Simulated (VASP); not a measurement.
Data:

```
CELL_PARAMETERS angstrom
      3.30054     0.00000     0.00000
     -1.65027     2.85836     0.00000
      0.00000     0.00000     9.91921
ATOMIC_POSITIONS crystal
  Mg 0.66667 0.33333 0.00000
  Mg 0.00000 0.00000 0.74243
  Mg 0.00000 0.00000 0.25757
  Sn 0.66667 0.33333 0.50000
```

The numbers are results of PBEsol GGA, VASP's PBE PAW potentials (set 64) (plane waves; VASP 6.6.1), not measurements. Settings: 400 eV cut-off, Gaussian smearing of 0.050 eV, potentials Mg Sn_d.

**Question.** Give the energies of bands 6 to 13 at the high-symmetry points, in eV from the Fermi level.

**Answer.** 
```
band       Γ      M      K       A      L      H
----  ------  -----  -----  ------  -----  -----
6     -10.48  -6.45  -5.56  -10.48  -6.45  -5.55
7      -6.12  -4.62  -3.09   -6.69  -4.62  -3.08
8      -6.05  -2.20  -2.75   -4.55  -2.50  -2.73
9      -2.26  -1.65  -1.20   -4.28  -1.91  -1.38
10     -1.38  -1.48  -0.31    1.31  -0.33  -0.51
11      5.12  -0.74  -0.01    1.73  -0.12  -0.44
12      5.81   1.62   0.00    6.66   0.45   1.07
13      6.66   2.82   0.42    6.66   0.77   1.18
```

It has no gap at this level: it comes out as a metal or semimetal.

The structure comes from a computed database's Mg3Sn entry (P-6m2); how it stands against other phases isn't given here. It was relaxed first.
